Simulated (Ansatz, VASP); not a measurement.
# Cross-check of SnH2 between VASP and Ansatz

Wanted: the spread between two codes on one cell, functional and k mesh. The cell is generated by rule, not measured, and may not be a known phase. The cell is taken from a series of runs on this material, whose earlier steps may have relaxed, scaled, displaced or heated it; both programs get it as it stands.

Main program and level: Ansatz 0.2.0; plane waves, with VASP 6.6.1 beside it; single point at PBE.

The structure was built from a prototype and need not be the compound's stable phase.

### Step 1. The structure

It takes space group P4_12_12 (No. 92, tetragonal). Conventional cell: a = 4.858 Å, b = 4.858 Å, c = 7.284 Å, α = 90.00°, β = 90.00°, γ = 90.00°. Nearest to Sn lie 2 H at 1.78 Å. H has 1 Sn at 1.78 Å nearest. Farther neighbours are not listed.

### Step 2. Ansatz: single point, PBE, pair 1

Ansatz runs on its default PAW (the set named soft_2) files.

With cell and atoms fixed, the geometry can't cause a difference; cores, projectors, grids and the points listed under the comparison can.

input.yaml reads:

```yaml
crystal:
  lattice:
    - [4.8575969519, 0.0, 0.0]
    - [0.0, 4.8575969519, 0.0]
    - [0.0, 0.0, 7.2839904417]
  atoms:
    - { symbol: Sn, position: [5.88324e-05, -5.88324e-05, 0.0] }
    - { symbol: Sn, position: [-5.88324e-05, 5.88324e-05, 0.5] }
    - { symbol: Sn, position: [0.5000588324, 0.5000588324, 0.25] }
    - { symbol: Sn, position: [0.4999411676, 0.4999411676, 0.75] }
    - { symbol: H, position: [0.317076669, 0.3050683658, -0.0821775634] }
    - { symbol: H, position: [0.3050683658, 0.317076669, 0.5821775634] }
    - { symbol: H, position: [0.6949316342, 0.682923331, 0.0821775634] }
    - { symbol: H, position: [0.682923331, 0.6949316342, 0.4178224366] }
    - { symbol: H, position: [0.817076669, 0.1949316342, 0.3321775634] }
    - { symbol: H, position: [0.8050683658, 0.182923331, 0.6678224366] }
    - { symbol: H, position: [0.1949316342, 0.817076669, 0.1678224366] }
    - { symbol: H, position: [0.182923331, 0.8050683658, 0.8321775634] }
kpoints:
  mp_grid: { grid: [8, 8, 6] }
hamiltonian:
  xc: pbe
scf:
  occupations: { method: methfessel_paxton, width: 0.2 }
output:
  forces: true
  stress: true
  eigenvalues: true
```

Command:

```
> ansatz run input.yaml --threads 8 --pin off --max-ram 14336MiB --backend cpu --events-out ev --progress --plain --runs-dir out
```

Numbers of over 12 decimals in the logs are rounded to 6 here.

Output:

```text
Engine: ansatz 0.2.0, aarch64-unknown-linux-gnu
Pseudopotentials: kind: paw
Pseudopotential: Sn, paw, valence charge 14, recommended cutoff 420 eV (normal), Sn.paw.azcp
Pseudopotential: H, paw, valence charge 1, recommended cutoff 420 eV (normal), H.paw.azcp
Functional definition: PBE
  parameter kappa = 0.804
  parameter beta = 0.066725
  exchange = pbe_x(kappa = kappa, mu = beta*pi^2/3)
  correlation = pbe_c(beta = beta)
Crystal: 12 atoms, lattice volume = 171.875 Å³
Basis set: ecut = 420 eV, 3373 PW (Γ), exchange–correlation on 72×72×100 points (8 copies of the dense FFT grid, shifted against one another)
Bands: 44, of which v1, the nominal top of the filled ones, is band 32 counted from 1 (31 counted from 0)
Symmetry: 8 space group operations
Space group: P41212 (ITA 92), of the structure as read, at distance tolerance 5.6e-5 Å
k-points: 60 of 384 (time reversal used)
Non-local potential: Sn, projectors of the file, l = 0: 2, l = 1: 2, l = 2: 2, l = 3: 2
Non-local potential: H, projectors of the file, l = 0: 2, l = 1: 1
PAW form: soft (Blöchl's): semilocal exchange-correlation on the pseudo side does not see the compensation charge
PAW one-centre angular grid: Sn, 590 points (default); XC on 64 Gauss nodes
PAW one-centre angular grid: H, 110 points (default); XC on 64 Gauss nodes
Initial density: superposition of atomic densities (neutral atoms: chi_scale 0, normalization atom), corrected by the library's trained network
Initial wavefunctions: pseudopotential atomic-orbital guess
Functional: x = pbe(κ = 0.804, μ = 0.219515), c = pbe(β = 0.066725)
SCF iter   1: F=—  HF=-24218.855718 eV  |F-HF|=—  |Δ(HF+E_count)|=         —  Δρ=3.09e-3  dr2=1.97e-2  ethr=1.77e-3  ⟨swp⟩=7.3  Hψ=11722  notcnv=0
preconditioner: auto → Kerker (q_TF=auto, 2.314 Å⁻¹)  [metal: Δε(μ)=0.064 eV  Ē_g=19.269 eV  σ=0.200 eV  W_gap=0.26  n_scr=36 (ndim 8)  ℏωp=22.7 eV  f_vac=0.000  D(μ)=0.26/eV (n_scr^D=0)]
SCF iter   2: F=—  HF=-24218.851335 eV  |F-HF|=—  |Δ(HF+E_count)|=   4.38e-3  S|Δr|=    0.00e0  Δρ=2.13e-3  dr2=7.53e-3  ethr=3.08e-5  ⟨swp⟩=2.7  Hψ=5111  notcnv=0
preconditioner: auto → Resta (q_TF=auto, 2.314 Å⁻¹)  ε∞=2.4  [insulator: Δε(μ)=0.170 eV  Ē_g=19.249 eV  σ=0.200 eV  W_gap=0.51  n_scr=36 (ndim 8)  ℏωp=22.7 eV  f_vac=0.000  D(μ)=0.27/eV (n_scr^D=0)  ε∞_Penn≈2.4]
SCF iter   3: F=—  HF=-24218.852196 eV  |F-HF|=—  |Δ(HF+E_count)|=   8.61e-4  S|Δr|=    0.00e0  Δρ=7.30e-4  dr2=1.14e-3  ethr=1.18e-5  ⟨swp⟩=3.0  Hψ=4461  notcnv=0
SCF iter   4: F=—  HF=-24218.851852 eV  |F-HF|=—  |Δ(HF+E_count)|=   3.44e-4  S|Δr|=    0.00e0  Δρ=2.93e-4  dr2=1.68e-4  ethr=1.78e-6  ⟨swp⟩=2.1  Hψ=4237  notcnv=0
automatic band count: iteration 4 solves 43 bands in place of 44: the levels show a gap, and the empty bands left out lie too high to hold charge; the band table lists the bands solved (type scf.n_extra_bands for more)
SCF iter   5: F=—  HF=-24218.851858 eV  |F-HF|=—  |Δ(HF+E_count)|=   5.98e-6  S|Δr|=    0.00e0  Δρ=5.82e-5  dr2=6.17e-6  ethr=2.62e-7  ⟨swp⟩=2.0  Hψ=4253  notcnv=0
SCF iter   6: F=—  HF=-24218.851863 eV  |F-HF|=—  |Δ(HF+E_count)|=   4.84e-6  S|Δr|=    0.00e0  Δρ=4.01e-5  dr2=2.19e-6  ethr=9.64e-9  ⟨swp⟩=2.0  Hψ=3877  notcnv=0
SCF iter   7: F=-24218.851862 eV  HF=-24218.851862 eV  |F-HF|=7.91e-9  |Δ(HF+E_count)|=   1.01e-6  S|Δr|=    0.00e0  Δρ=3.84e-6  dr2=2.57e-8  ethr=1.56e-10  ⟨swp⟩=9.4  Hψ=13433  notcnv=0
SCF 1 converged in 7 iterations: F = -24218.851862 eV  dr2 = 2.57e-8
  greatest PAW one-centre occupation: 0.992 electrons in one spin orbital (limit 2), on the Sn atom at site 0 (counted from 0), in its partial waves of l = 2
SCF converged after 7 iterations
Stability not checked: this state was not tested for a lower state beside it, because cold or Methfessel-Paxton smearing, or corrected tetrahedra, fill the levels in a way that the test cannot read (fill_not_monotonic; see scf.lower_state_search)
Free energy (F): -24218.851862 eV
Harris-Foulkes:  -24218.851862 eV  (|F-HF|=7.91e-9)
Internal energy: -24218.855592 eV  (E = F + TS)
E sigma→0 (E₀):  -24218.852794 eV
Entropy (-TS):   0.003730 eV (0.311 meV/atom)
Fermi energy:    6.481659 eV
Step filling:    the computed levels leave a gap of 0.0566 eV = 0.3 smearing widths at the electron count; against every level under it full and every level over it empty, smearing changes F+E_penalty+E_count by +0.807 meV and its σ→0 estimate by -0.125 meV
--- Per-component energies (eV) ---
  E_band       = -572.059986
  E_kinetic    = 855.166887
  E_local      = -4516.741506  (includes V_loc(G=0)·N_el)
  E_nonlocal   = -118.000383
  E_hartree    = 2550.769161
  E_xc         = -1603.366714
  E_vxc        = -477.816189  (∫ρ·V_xc dr)
  E_paw        = -16543.362368  (= ΣΔE_a)
  E_vpaw       = -1416.186195  (= ΣTr[D̂ρ^β])
  E_aug_tail   = -0.009400  (compensation charges beyond the density's cutoff)
  E_ewald      = -4843.311269
  E_smearing   = 0.003730  (= −TS)
  E_closure    = -0.000000  (closes the sum)
  Σ components = -24218.851862   (vs F -24218.851862, Δ=0.00e0)
--- Forces (eV/Å), atoms counted from 1 ---
  atom   1  Sn    -0.78895272     0.78895272     0.00000000
  atom   2  Sn     0.78895272    -0.78895272     0.00000000
  atom   3  Sn    -0.78895272    -0.78895272     0.00000000
  atom   4  Sn     0.78895272     0.78895272     0.00000000
  atom   5  H     -0.34055137    -0.61353191     0.55547047
  atom   6  H     -0.61353191    -0.34055137    -0.55547047
  atom   7  H      0.61353191     0.34055137    -0.55547047
  atom   8  H      0.34055137     0.61353191     0.55547047
  atom   9  H     -0.34055137     0.61353191    -0.55547047
  atom  10  H     -0.61353191     0.34055137     0.55547047
  atom  11  H      0.61353191    -0.34055137     0.55547047
  atom  12  H      0.34055137    -0.61353191    -0.55547047
  max |Σ_I F_I| component: 2.22e-16 eV/Å
--- Stress (GPa, compression-positive) ---
        2.640824       0.000000       0.000000
        0.000000       2.640824       0.000000
        0.000000       0.000000      12.165979
  P = ⅓ Tr σ = 5.8159 GPa (58.159 kbar)
--- Band table (eV; the first three rows and the last of 60) ---
  k-point 0: bands = [... 28 lower, 3.4405, 3.4405, 4.3250, 5.8580, 7.9885, 8.8973, 9.0125, 9.0125, ... 7 higher]
  k-point 1: bands = [... 28 lower, 2.9769, 4.1624, 4.3064, 6.0740, 7.7943, 8.9116, 8.9631, 8.9955, ... 7 higher]
  k-point 2: bands = [... 28 lower, 2.6379, 3.6524, 5.2930, 6.4215, 7.8237, 8.6184, 8.7938, 8.8228, ... 7 higher]
  k-point 59: bands = [... 28 lower, 4.1690, 4.1690, 4.1690, 4.1690, 8.0936, 8.0936, 8.0936, 8.0936, ... 7 higher]
```

The run ends at a pressure of 5.82 GPa, with forces up to 1.1 eV/Å.

### Step 3. VASP: single point, PBE, pair 1

The same cell, functional, mesh and smearing now go to VASP, with its own data sets.

Lines of VASP's logs that name or quote its potential files are left out, and so is its time.

INCAR reads:

```
SYSTEM = SnH2
PREC = Accurate
ENCUT = 500
EDIFF = 1E-06
NELM = 120
ISMEAR = 1
SIGMA = 0.2
LREAL = .FALSE.
ALGO = Normal
GGA = PE
NBANDS = 44
LORBIT = 11
LWAVE = .FALSE.
LCHARG = .FALSE.
ISIF = 2
LASPH = .TRUE.
GGA_COMPAT = .FALSE.
KPAR = 2
```

POSCAR reads:

```
SnH2
1.0
    4.8575969519      0.0000000000      0.0000000000
    0.0000000000      4.8575969519      0.0000000000
    0.0000000000      0.0000000000      7.2839904417
Sn H
4 8
Direct
    0.0000588324      0.9999411676      0.0000000000
    0.9999411676      0.0000588324      0.5000000000
    0.5000588324      0.5000588324      0.2500000000
    0.4999411676      0.4999411676      0.7500000000
    0.3170766690      0.3050683658      0.9178224366
    0.3050683658      0.3170766690      0.5821775634
    0.6949316342      0.6829233310      0.0821775634
    0.6829233310      0.6949316342      0.4178224366
    0.8170766690      0.1949316342      0.3321775634
    0.8050683658      0.1829233310      0.6678224366
    0.1949316342      0.8170766690      0.1678224366
    0.1829233310      0.8050683658      0.8321775634
```

KPOINTS reads:

```
Automatic mesh
0
Gamma
8 8 6
0 0 0
```

PAW data sets: Sn_d and H (PBE family, release 64).

Command:

```
> mpirun -np 2 vasp_std
```

Output:

```text
[banner, memory and clock lines left out]
running    2 mpi-ranks, on    1 nodes
 distrk:  each k-point on    1 cores,    2 groups
 distr:  one band on    1 cores,    1 groups

 POSCAR found type information on POSCAR SnH
 POSCAR found :  2 types and      12 ions
 LDA part: xc-table for (Slater+PW92), standard interpolation
 POSCAR, INCAR and KPOINTS ok, starting setup
 FFT: planning ... GRIDC
 FFT: planning ... GRID_SOFT
 FFT: planning ... GRID
 WAVECAR not read
 entering main loop
       N       E                     dE             d eps       ncg     rms          rms(c)
DAV:   1     0.621621972387E+03    0.62162E+03   -0.29682E+04  5536   0.191E+03
DAV:   2     0.594566393311E+02   -0.56217E+03   -0.54073E+03  5280   0.538E+02
DAV:   3    -0.338957652773E+02   -0.93352E+02   -0.90364E+02  5944   0.186E+02
DAV:   4    -0.392593760297E+02   -0.53636E+01   -0.53132E+01  6216   0.477E+01
DAV:   5    -0.394250980667E+02   -0.16572E+00   -0.16562E+00  7168   0.858E+00    0.891E+00
DAV:   6    -0.378547356087E+02    0.15704E+01   -0.91160E-01  6892   0.643E+00    0.456E+00
DAV:   7    -0.374698676906E+02    0.38487E+00   -0.17256E+00  6352   0.590E+00    0.879E-01
DAV:   8    -0.374794256432E+02   -0.95580E-02   -0.22835E-01  6096   0.342E+00    0.441E-01
DAV:   9    -0.374815766896E+02   -0.21510E-02   -0.11438E-02  6712   0.673E-01    0.149E-01
DAV:  10    -0.374826018064E+02   -0.10251E-02   -0.35042E-03  7040   0.299E-01    0.991E-02
DAV:  11    -0.374827180173E+02   -0.11621E-03   -0.57043E-04  6168   0.184E-01    0.265E-02
DAV:  12    -0.374827055990E+02    0.12418E-04   -0.88404E-05  5708   0.573E-02    0.110E-02
DAV:  13    -0.374827034524E+02    0.21466E-05   -0.23252E-05  5232   0.219E-02    0.401E-03
DAV:  14    -0.374827033563E+02    0.96069E-07   -0.24821E-06  4808   0.901E-03
   1 F= -.37482703E+02 E0= -.37483950E+02  d E =0.374048E-02
```

Parts of OUTCAR (step 3):

```text
ion  position               nearest neighbor table
   1  0.000  1.000  0.000-  11 1.78  12 1.78   5 2.22   7 2.22   2 3.64   2 3.64
   2  1.000  0.000  0.500-   9 1.78  10 1.78   6 2.22   8 2.22   1 3.64   1 3.64
   3  0.500  0.500  0.250-   7 1.78   8 1.78   9 2.22  11 2.22   4 3.64   4 3.64
   4  0.500  0.500  0.750-   5 1.78   6 1.78  10 2.22  12 2.22   3 3.64   3 3.64
   5  0.317  0.305  0.918-   4 1.78   1 2.22
   6  0.305  0.317  0.582-   4 1.78   2 2.22
   7  0.695  0.683  0.082-   3 1.78   1 2.22
   8  0.683  0.695  0.418-   3 1.78   2 2.22
   9  0.817  0.195  0.332-   2 1.78   3 2.22
  10  0.805  0.183  0.668-   2 1.78   4 2.22
  11  0.195  0.817  0.168-   1 1.78   3 2.22
  12  0.183  0.805  0.832-   1 1.78   4 2.22

  LATTYP: Found a simple tetragonal cell.
 ALAT       =     4.8575969519
 C/A-ratio  =     1.4995049021

 Subroutine GETGRP returns: Found  8 space group operations
 (whereof  2 operations were pure point group operations)

The static configuration has the point symmetry C_2 .
 The point group associated with its full space group is D_4 .

 Found     60 irreducible k-points:

   k-points           NKPTS =     60   k-points in BZ     NKDIM =     60   number of bands    NBANDS=     44

   dimension x,y,z NGX =    36 NGY =   36 NGZ =   54
   dimension x,y,z NGXF=    72 NGYF=   72 NGZF=  108

   ENCUT  =  500.0 eV  36.75 Ry    6.06 a.u.   8.86  8.86 13.28*2*pi/ulx,y,z

   NELECT =      64.0000    total number of electrons

 k-points in reciprocal lattice and weights: Automatic mesh
   0.00000000  0.00000000  0.00000000       0.003
   0.12500000  0.00000000  0.00000000       0.010
   0.25000000  0.00000000  0.00000000       0.010
   0.37500000  0.00000000  0.00000000       0.010
   0.50000000  0.00000000  0.00000000       0.005
   0.12500000  0.12500000  0.00000000       0.010
   0.25000000  0.12500000  0.00000000       0.021
   0.37500000  0.12500000  0.00000000       0.021
   0.50000000  0.12500000  0.00000000       0.010
[...]
0.50000000  0.37500000  0.50000000       0.010
   0.50000000  0.50000000  0.50000000       0.003

 average (electrostatic) potential at core
       1-102.5574       2-102.5574       3-102.5574       4-102.5574       5 -32.6657
       6 -32.6657       7 -32.6657       8 -32.6657       9 -32.6657      10 -32.6657
      11 -32.6657      12 -32.6657

 E-fermi :   4.6221

 k-point     1 :       0.0000    0.0000    0.0000
  band No.  band energies     occupation
    ...
     28       1.2998      2.00000
     29       1.5817      2.00000
     30       1.5817      2.00000
     31       2.4686      2.00000
     32       4.0034      2.00011
     33       6.1234     -0.00000
     34       7.0329     -0.00000
     35       7.1474     -0.00000
     36       7.1474     -0.00000
     37       7.2527     -0.00000
    ...

 k-point     2 :       0.1250    0.0000    0.0000
  band No.  band energies     occupation
    ...
     28       0.9351      2.00000
     29       1.7504      2.00000
     30       2.0150      2.00000
     31       2.5739      2.00000
     32       4.0729      2.00072
     33       6.1591     -0.00000
     34       6.2832     -0.00000
     35       6.6498     -0.00000
     36       7.2976     -0.00000
     37       7.4059     -0.00000
    ...

 k-point     3 :       0.2500    0.0000    0.0000
  band No.  band energies     occupation
    ...
     28       1.0006      2.00000
     29       2.0808      2.00000
     30       2.3762      2.00000
     31       2.8493      2.00000
     32       4.2028      2.01156
     33       5.4504     -0.00000
     34       5.6766     -0.00000
     35       6.2355     -0.00000
     36       6.7021     -0.00000
     37       7.9374     -0.00000
    ...

  Total        2.6730649      2.6730649     12.8402040      0.0000000     -0.0000000      0.0000000
  in kB       24.9176894     24.9176894    119.6933950      0.0000000     -0.0000000      0.0000000
  external PRESSURE =      56.5095913 kB  Pullay stress =       0.0000000 kB

  energy-cutoff  :      500.00
  volume of cell :      171.87
      direct lattice vectors                 reciprocal lattice vectors
     4.857596952  0.000000000  0.000000000     0.205863107  0.000000000  0.000000000
     0.000000000  4.857596952  0.000000000     0.000000000  0.205863107  0.000000000
     0.000000000  0.000000000  7.283990442     0.000000000  0.000000000  0.137287385

 POSITION                                       TOTAL-FORCE (eV/Angst)
 -----------------------------------------------------------------------------------
      0.00029      4.85731      0.00000        -0.788540      0.788540      0.000000
      4.85731      0.00029      3.64200         0.788540     -0.788540      0.000000
      2.42908      2.42908      1.82100        -0.788540     -0.788540     -0.000000
      2.42851      2.42851      5.46299         0.788540      0.788540      0.000000
      1.54023      1.48190      6.68541        -0.339476     -0.612008      0.552133
      1.48190      1.54023      4.24058        -0.612008     -0.339476     -0.552133
      3.37570      3.31737      0.59858         0.612008      0.339476     -0.552133
      3.31737      3.37570      3.04341         0.339476      0.612008      0.552133
      3.96903      0.94690      2.41958        -0.339476      0.612008     -0.552133
      3.91070      0.88857      4.86441        -0.612008      0.339476      0.552133
      0.94690      3.96903      1.22242         0.612008     -0.339476      0.552133
      0.88857      3.91070      6.06157         0.339476     -0.612008     -0.552133
 -----------------------------------------------------------------------------------
    total drift:                                0.000000     -0.000000      0.000000

  FREE ENERGIE OF THE ION-ELECTRON SYSTEM (eV)
  ---------------------------------------------------
  free  energy   TOTEN  =       -37.4827033563 eV

  energy  without entropy=      -37.4864438332  energy(sigma->0) =      -37.48395018

 total charge
# of ion       s       p       d       tot
------------------------------------------
    1        1.305   0.964  10.017  12.285
    2        1.305   0.964  10.017  12.285
    3        1.305   0.964  10.017  12.285
    4        1.305   0.964  10.017  12.285
    5        0.536   0.011   0.000   0.547
    6        0.536   0.011   0.000   0.547
    7        0.536   0.011   0.000   0.547
    8        0.536   0.011   0.000   0.547
    9        0.536   0.011   0.000   0.547
   10        0.536   0.011   0.000   0.547
   11        0.536   0.011   0.000   0.547
   12        0.536   0.011   0.000   0.547
--------------------------------------------------
tot          9.505   3.941  40.066  53.513

[... 3 further parts left out ...]
```

The run ends at a pressure of 5.65 GPa, with forces up to 1.1 eV/Å.

### Step 4. Side by side

Known differences besides the potentials themselves: the cutoff is 420 eV in Ansatz and 500 eV in VASP. Total energies have different zeros and are not compared.

Both answers:

| quantity | Ansatz | VASP | difference |
| --- | --- | --- | --- |
| pressure (GPa) | 5.82 | 5.65 | +0.16 |

Forces on 9 of the 12 atoms, those with the largest forces and the largest differences (eV/Å; atoms numbered as in POSCAR):

| atom | Ansatz x, y, z | VASP x, y, z |
| --- | --- | --- |
| Sn1 | -0.789, 0.789, 0.000 | -0.789, 0.789, 0.000 |
| Sn2 | 0.789, -0.789, 0.000 | 0.789, -0.789, 0.000 |
| Sn3 | -0.789, -0.789, 0.000 | -0.789, -0.789, 0.000 |
| Sn4 | 0.789, 0.789, 0.000 | 0.789, 0.789, 0.000 |
| H5 | -0.341, -0.614, 0.555 | -0.339, -0.612, 0.552 |
| H6 | -0.614, -0.341, -0.555 | -0.612, -0.339, -0.552 |
| H7 | 0.614, 0.341, -0.555 | 0.612, 0.339, -0.552 |
| H8 | 0.341, 0.614, 0.555 | 0.339, 0.612, 0.552 |
| H9 | -0.341, 0.614, -0.555 | -0.339, 0.612, -0.552 |

The forces differ by 1.8 meV/Å r.m.s., which is 0.3 % of the r.m.s. force of 0.561 eV/Å (both taken over all components).

(Continued in part 2 of 2.)

[Lines on the potential files, build, host, timing and source positions are cut from VASP's logs without a mark.]

[Logs are printed without paths, hosts, clocks, repeated set-up lines and the standing remarks that a program may print on its own settings, such as how far it seeks lower states.]

[Hosts, paths, dates, database ids (printed as entryN), source tags and the programs' standing remarks are cut or masked in the printed files.]
